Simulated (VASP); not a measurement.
**Rb2HgBr6: single point with PBE**

Crystal: Rb2HgBr6.

```
CELL_PARAMETERS angstrom
5.94175 0.37779 0.20544
-1.28986 6.94077 2.38404
0.49716 0.41771 7.28935
ATOMIC_POSITIONS crystal
Rb 0.34132 0.06905 0.72870
Rb 0.75614 0.69442 0.88109
Hg 0.97459 0.05052 0.35809
Br 0.89195 0.42957 0.57542
Br 0.56928 0.87228 0.42738
Br 0.21964 0.81225 0.20942
Br 0.83102 0.07060 0.98211
Br 0.18331 0.42433 0.19727
Br 0.58724 0.46303 0.35685
```

The cell was built by a generator and needn't be a form met in nature.

| Item | Value |
| --- | --- |
| Program | VASP 6.6.1 |
| Task | single point |
| Functional | PBE |
| Potentials or basis | VASP PAW PBE potentials, release 64 (Rb_sv, Hg, Br) |
| Cutoff | 520 eV |
| k mesh | 3 × 2 × 2 |
| Occupations | fermi-dirac, width 0.05 eV |
| Spin | no spin polarisation |
| Dipole correction | no |
| Further INCAR settings | ALGO = Fast; EDIFF = 1e-06; NBANDS = 46 |

| Property | Result |
| --- | --- |
| Pressure | 4.7 GPa |
| Largest force | 1.632 eV/Å |
| Band gap on the k mesh | 0.66 eV, indirect (least direct gap 0.72 eV) |

Forces on the atoms (eV/Å):
```
Rb   0.014  0.355  0.340
Rb   0.103 -0.597 -0.117
Hg   0.360  0.433 -0.467
Br  -0.991 -0.237  0.571
Br   0.009  0.098  1.244
Br  -0.307  0.783  0.030
Br  -0.068  0.638 -0.669
Br   0.584 -1.121 -1.032
Br   0.296 -0.352  0.100
```

Stress tensor (GPa, compression positive):
```
 3.75 -0.15 -0.31
-0.15  5.54 -0.48
-0.31 -0.48  4.80
```

Levels at points of the mesh, in eV from the valence-band top:
```
           k point  band 34  band 35  band 36  band 37  band 38  band 39
(0.00, 0.00, 0.00)    -0.59    -0.34    -0.24     0.67     0.88     3.94
(0.00, 0.50, 0.00)    -0.86    -0.63     0.00     0.85     1.68     3.88
(0.00, 0.00, 0.50)    -0.74    -0.33     0.00     0.72     0.92     3.71
(0.00, 0.50, 0.50)    -0.88    -0.55    -0.11     0.77     1.69     4.03
```

Run time: 2.3 min on 1 thread of Intel(R) Xeon(R) 6975P-C (Granite Rapids), on a shared host, peak memory 0.42 GiB.

Caveat: the k mesh is coarse (spacing up to 0.47 Å⁻¹), so the values aren't converged; spin-orbit coupling is left out, which moves the levels of the heavy elements. A hybrid or GW would open this gap; PBE tends to underestimate it.
